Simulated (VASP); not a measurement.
# NbAs2 under strain, part 2 of 2

How does the pressure of NbAs2 answer to a change of volume? The bands are shown for each cell. All runs use LDA. Left out of this account: 1 further run (self-consistent run: a reference on another mesh). The start is a cell from a database of measured crystal structures.

VASP 6.6.1; LDA; plane waves and PAW (Nb_sv, As).

Still holding for the runs below: Spin-orbit coupling is off here; it would split degenerate levels.

So far, pressure (GPa): step 2 (bands, cell as listed) -4.92; step 3 (cell volume +4.0 %) -9.75; step 4 (cell volume +8.0 %) -13.6; step 5 (bands, sheared, principal strains -2.8, -0.2, +3.1 %) -5.34; step 6 (cell volume -4.0 %) 1.13.

The database entry behind the starting cell differs from later determinations by our own check (b about 0.4 % long), so it need not match the best structure at ambient conditions.

## (7) Bands, volume times 0.92

The cell is scaled evenly once more. A prediction first. A parabola through the 4 pressures of evenly scaled cells so far, P = -4.90 -135.5 t +296 t² GPa with t = ln(V/V₁) and V₁ the volume at scale 1, gives 8.46 GPa at t = -0.0834.

INCAR reads:

```
SYSTEM = NbAs2
PREC = Accurate
ENCUT = 400
EDIFF = 1E-06
NELM = 100
ISMEAR = -1
SIGMA = 0.05
LREAL = .FALSE.
ALGO = Normal
GGA = CA
NBANDS = 39
LASPH = .TRUE.
LORBIT = 11
LWAVE = .FALSE.
LCHARG = .FALSE.
KPAR = 4
```

POSCAR reads:

```
NbAs2
1.0
    0.0000000000     -3.3029116538      0.0000000000
   -4.5556060620      1.6514558269      0.0000000000
   -0.8296864445      1.6514558269     -6.6070484584
Nb As
2 4
Direct
    0.8426000000      0.8817000000      0.8035000000
    0.1574000000      0.1183000000      0.1965000000
    0.5941000000      0.2966000000      0.8916000000
    0.4059000000      0.7034000000      0.1084000000
    0.1400000000      0.7520000000      0.5280000000
    0.8600000000      0.2480000000      0.4720000000
```

KPOINTS reads:

```
Automatic mesh
0
Gamma
10 10 10
0 0 0
```

KPOINTS_OPT reads:

```
Line mode
16
Line-mode
Reciprocal
  0.00000000   0.50000000   0.00000000 X
  0.00000000   0.00000000   0.00000000 GAMMA

  0.00000000   0.00000000   0.00000000 GAMMA
  0.00000000   0.00000000   0.50000000 Y

  0.00000000   0.50000000   0.50000000 L
  0.00000000   0.00000000   0.00000000 GAMMA

  0.00000000   0.00000000   0.00000000 GAMMA
  0.50000000  -0.50000000  -0.50000000 Z

  0.50000000   0.00000000  -0.50000000 N
  0.00000000   0.00000000   0.00000000 GAMMA

  0.00000000   0.00000000   0.00000000 GAMMA
  0.50000000  -0.50000000   0.00000000 M

  0.50000000   0.00000000   0.00000000 R
  0.00000000   0.00000000   0.00000000 GAMMA
```

The projector-augmented-wave data sets are Nb_sv and As (LDA family, release 64).

Command:

```
> mpirun -np 4 vasp_std
```

It took 2.4 min on 4 MPI ranks of Intel Xeon Platinum 8488C (Sapphire Rapids), shared host; peak memory 3.8 GiB.

Numbers from this step:

```
free energy (TOTEN)     : -47.57 eV
energy at zero smearing : -47.56 eV
Fermi energy            : 9.274 eV
pressure                : 8.701 GPa
```

Electronic bands along the path, in eV, zero at the Fermi level; # counts the bands kept:

```csv
point,#9,#10,#11,#12,#13,#14,#15,#16
X,-1.02,-0.76,-0.75,0.09,0.54,1.40,1.50,2.18
0.47 of the way,-1.71,-1.08,-0.67,-0.56,0.85,1.56,2.02,2.48
Γ,-1.94,-1.21,-0.94,-0.12,0.80,1.38,2.13,3.05
0.53 of the way,-1.77,-0.90,-0.89,-0.64,0.88,1.76,1.81,2.96
Y,-1.92,-1.38,-0.56,-0.25,0.07,2.29,2.45,2.50
jump to L,-1.01,-0.86,-0.25,-0.11,0.57,0.77,2.11,2.54
0.53 of the way,-1.45,-1.32,-1.11,-0.54,1.04,1.71,1.93,1.99
Γ,-1.94,-1.21,-0.94,-0.12,0.80,1.38,2.13,3.05
0.47 of the way,-2.07,-1.74,-1.62,-0.61,0.96,1.37,2.19,2.66
Z,-2.36,-2.05,-1.58,-1.10,1.63,2.22,2.47,2.81
jump to N,-1.93,-1.89,-1.39,-0.78,0.54,1.39,2.12,2.81
0.47 of the way,-2.33,-1.87,-1.48,-1.03,0.88,1.21,2.25,2.56
Γ,-1.94,-1.21,-0.94,-0.12,0.80,1.38,2.13,3.05
0.47 of the way,-2.18,-1.85,-1.41,-0.92,0.94,1.20,2.19,2.61
M,-1.93,-1.89,-1.39,-0.78,0.54,1.39,2.12,2.81
jump to R,-2.36,-2.05,-1.58,-1.10,1.63,2.22,2.47,2.81
0.47 of the way,-2.23,-1.80,-1.71,-0.78,1.01,1.45,2.22,2.62
Γ,-1.94,-1.21,-0.94,-0.12,0.80,1.38,2.13,3.05
```

Of the projections kept (Nb, As), the largest for each band there; the rest of the weight can lie on other orbitals:

```csv
point,#9,#10,#11,#12,#13,#14,#15,#16
X,Nb 0.67,As 0.72,Nb 0.52,Nb 0.72,Nb 0.84,As 0.58,As 0.67,Nb 0.55
Γ,Nb 0.56,Nb 0.57,Nb 0.52,As 0.59,Nb 0.90,Nb 0.68,As 0.83,Nb 0.50
Y,Nb 0.53,Nb 0.63,As 0.66,Nb 0.55,Nb 0.62,Nb 0.62,Nb 0.67,Nb 0.69
L,Nb 0.68,As 0.90,Nb 0.70,Nb 0.66,Nb 0.78,Nb 0.94,As 0.95,As 0.61
Γ,Nb 0.56,Nb 0.57,Nb 0.52,As 0.59,Nb 0.90,Nb 0.68,As 0.83,Nb 0.50
Z,Nb 0.59,Nb 0.58,Nb 0.63,As 0.52,Nb 0.71,As 0.74,Nb 0.69,Nb 0.73
```

Force by atom:

```csv
atom,x (eV/Å),y (eV/Å),z (eV/Å),size
Nb1,0.106,0.000,-0.126,0.165
Nb2,-0.106,0.000,0.126,0.165
As3,-0.264,0.000,0.209,0.337
As4,0.264,0.000,-0.209,0.337
As5,-0.026,0.000,-0.024,0.035
As6,0.026,0.000,0.024,0.035
```

 The pressure is 8.70 GPa. The parabola predicted 8.46 GPa, -0.24 GPa off.

## (8) Bands, atoms displaced by up to 0.18 Å

The atoms are moved off their sites at random, as a crude picture of disorder.

INCAR is that of step 7.

POSCAR reads:

```
NbAs2
1.0
    0.0000000000     -3.3960000000      0.0000000000
   -4.6840000000      1.6980000000      0.0000000000
   -0.8530700972      1.6980000000     -6.7932596800
Nb As
2 4
Direct
    0.8771270000      0.9077700000      0.8068360000
    0.1696750000      0.0999400000      0.1919470000
    0.5904030000      0.2904540000      0.9116730000
    0.3835480000      0.7085530000      0.1186700000
    0.1620100000      0.7361120000      0.5517880000
    0.8575600000      0.2398540000      0.4540680000
```

KPOINTS is that of step 7.

KPOINTS_OPT reads:

```
Line mode
16
Line-mode
Reciprocal
  0.00000000  -0.50000000   0.00000000 X
  0.00000000   0.00000000   0.00000000 GAMMA

  0.00000000   0.00000000   0.00000000 GAMMA
  0.00000000   0.00000000  -0.50000000 Y

  0.00000000  -0.50000000  -0.50000000 L
  0.00000000   0.00000000   0.00000000 GAMMA

  0.00000000   0.00000000   0.00000000 GAMMA
  0.50000000   0.00000000   0.00000000 Z

  0.50000000  -0.50000000   0.00000000 N
  0.00000000   0.00000000   0.00000000 GAMMA

  0.00000000   0.00000000   0.00000000 GAMMA
  0.50000000   0.00000000  -0.50000000 M

  0.50000000  -0.50000000  -0.50000000 R
  0.00000000   0.00000000   0.00000000 GAMMA
```

Command:

```
> mpirun -np 4 vasp_std
```

It took 3.6 min on 4 MPI ranks; peak memory 6.7 GiB.

Numbers from this step:

* SCF cycles: 14
* irreducible k-points: 504
* symmetry operations: 1
* free energy (TOTEN): -47.02 eV
* energy at zero smearing: -47.01 eV
* Fermi energy: 8.161 eV
* pressure: -1.352 GPa

The electronic bands at the labelled points (eV, zero at the Fermi level; # counts the bands kept):

```csv
point,#9,#10,#11,#12,#13,#14,#15,#16
X,-1.06,-0.90,-0.46,-0.31,0.33,0.98,1.47,1.82
0.47 of the way,-1.27,-1.14,-0.92,-0.28,0.74,0.98,1.70,2.10
Γ,-1.73,-1.24,-0.99,-0.06,0.78,1.02,1.93,2.93
0.47 of the way,-1.74,-0.97,-0.77,-0.55,0.91,1.26,1.60,2.74
Y,-1.82,-1.30,-0.65,0.05,0.15,1.78,1.96,2.17
jump to L,-0.88,-0.62,-0.48,0.12,0.42,0.90,1.91,2.08
0.53 of the way,-1.37,-1.22,-0.97,-0.33,0.91,1.19,1.62,1.89
Γ,-1.73,-1.24,-0.99,-0.06,0.78,1.02,1.93,2.93
0.47 of the way,-2.02,-1.74,-1.41,-0.48,0.85,1.33,2.07,2.47
Z,-2.23,-1.95,-1.30,-0.78,1.30,1.55,2.37,2.62
jump to N,-2.01,-1.41,-1.36,-0.35,0.26,1.58,1.83,2.42
0.53 of the way,-2.21,-1.71,-1.27,-0.73,0.92,1.30,1.65,2.22
Γ,-1.73,-1.24,-0.99,-0.06,0.78,1.02,1.93,2.93
0.47 of the way,-2.15,-1.73,-1.19,-0.82,0.84,1.33,1.77,2.23
M,-2.02,-1.52,-1.38,-0.35,0.30,1.51,1.98,2.38
jump to R,-2.29,-2.00,-1.21,-0.79,1.16,1.73,2.40,2.56
0.53 of the way,-2.02,-1.69,-1.48,-0.46,0.77,1.42,1.99,2.47
Γ,-1.73,-1.24,-0.99,-0.06,0.78,1.02,1.93,2.93
```

Of the projections kept (Nb, As), the largest for each band there; the rest of the weight can lie on other orbitals:

```csv
point,#9,#10,#11,#12,#13,#14,#15,#16
X,As 0.66,Nb 0.70,Nb 0.70,Nb 0.73,Nb 0.68,Nb 0.58,As 0.74,Nb 0.55
Γ,Nb 0.56,Nb 0.67,Nb 0.53,As 0.55,Nb 0.88,Nb 0.66,As 0.79,Nb 0.53
Y,Nb 0.67,Nb 0.54,As 0.60,Nb 0.63,Nb 0.57,Nb 0.62,Nb 0.69,Nb 0.69
L,Nb 0.71,As 0.59,Nb 0.56,Nb 0.69,Nb 0.75,Nb 0.92,As 0.85,As 0.69
Γ,Nb 0.56,Nb 0.67,Nb 0.53,As 0.55,Nb 0.88,Nb 0.66,As 0.79,Nb 0.53
Z,Nb 0.55,Nb 0.54,Nb 0.64,Nb 0.50,Nb 0.70,As 0.64,Nb 0.85,Nb 0.78
```

Force by atom:

```csv
atom,x (eV/Å),y (eV/Å),z (eV/Å),size
Nb1,1.85,0.86,0.25,2.06
Nb2,-1.49,1.76,-1.56,2.79
As3,-1.26,-0.99,0.85,1.82
As4,1.25,-1.43,0.65,2.00
As5,-0.41,0.04,1.04,1.11
As6,0.06,-0.24,-1.23,1.26
```

 The pressure is -1.35 GPa, and the symmetry operations fall from 4 to 1.

## (9) The runs together

| cell | mesh | pressure (GPa) | gap (eV) |
| --- | --- | --- | --- |
| cell as listed | 10×10×10 | -4.92 | none |
| volume times 1.04 | 10×10×10 | -9.75 | none |
| volume times 1.08 | 10×10×10 | -13.59 | none |
| sheared, principal strains -2.8, -0.2, +3.1 % | 10×10×10 | -5.34 | none |
| volume times 0.96 | 10×10×10 | 1.13 | none |
| volume times 0.92 | 10×10×10 | 8.70 | none |
| atoms displaced by up to 0.18 Å | 10×10×10 | -1.35 | none |

## (10) Outcome

* pressure, cell as listed: -4.92 GPa
* pressure, volume times 1.04: -9.75 GPa
* pressure, volume times 1.08: -13.6 GPa
* pressure, sheared, principal strains -2.8, -0.2, +3.1 %: -5.34 GPa
* pressure, volume times 0.96: 1.13 GPa
* pressure, volume times 0.92: 8.70 GPa
* pressure, atoms displaced by up to 0.18 Å: -1.35 GPa
* bulk modulus at the listed volume, shape and positions held: 137 GPa

The slope of pressure against ln V at the listed volume gives a bulk modulus of 137 GPa at fixed shape and positions, an upper bound since the atoms bear forces (not that of equilibrium, since the cell bears -4.9 GPa there). The atoms were not relaxed in the changed cells. Spin-orbit coupling is left out; it would split some degenerate bands.

[Lines on the potential files, build, host, timing and source positions are cut from VASP's logs without a mark.]

[Logs are printed without paths, hosts, clocks, repeated set-up lines and the standing remarks that a program may print on its own settings, such as how far it seeks lower states.]

[Hosts, paths, dates, database ids (printed as entryN), source tags and the programs' standing remarks are cut or masked in the printed files.]

[A measured line is paired with the nearest computed mode of its activity, which favours agreement.]
